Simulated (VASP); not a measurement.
```
Eu
1.0
   -2.22764     2.22764     2.22764
    2.22764    -2.22764     2.22764
    2.22764     2.22764    -2.22764
Eu
1
Direct
  0.00000   0.00000   0.00000
```

Computed with PBE GGA, VASP's PBE PAW potentials (set 64) (plane waves; VASP). Run with 480 eV cut-off, 10×10×10 Γ-centred mesh, first-order Methfessel-Paxton smearing of 0.10 eV, potentials Eu_2.

The 4f electrons are frozen in the core of the lanthanide potential, so 4f levels, which can set the real gap, and their magnetism are missing. Energy and stress use the plane-wave basis of the starting cell.

Q: The ions, cell shape and volume at an external pressure of 2.0 GPa are relaxed. What does this cell relax into?

A: 
```
Eu
1.0
   -2.13327     2.13327     2.13327
    2.13327    -2.13327     2.13327
    2.13327     2.13327    -2.13327
Eu
1
Direct
  0.00000   0.00000   0.00000
```
Space group Im-3m (229), at a tolerance of 0.03 Å.

Q: How do energy and volume change from the first to the last step?

A: The energy (σ→0) changes by +31.6 meV/atom and the volume by -12.2 %, in 4 ionic steps.

```json
[
 {"step": "1", "E(σ→0) (eV)": "-1.8602", "max force (eV/Å)": "0.000", "pressure (GPa)": "0.00", "volume (Å³)": "44.22"},
 {"step": "2", "E(σ→0) (eV)": "-1.8480", "max force (eV/Å)": "0.000", "pressure (GPa)": "1.18", "volume (Å³)": "40.78"},
 {"step": "3", "E(σ→0) (eV)": "-1.8311", "max force (eV/Å)": "0.000", "pressure (GPa)": "1.91", "volume (Å³)": "39.03"},
 {"step": "4", "E(σ→0) (eV)": "-1.8287", "max force (eV/Å)": "0.000", "pressure (GPa)": "2.00", "volume (Å³)": "38.83"}
]
```

The compound is Eu in the bcc structure. This run relaxes it under an external pressure of 2 GPa. Symmetry was kept, so distortions that lower it aren't found.
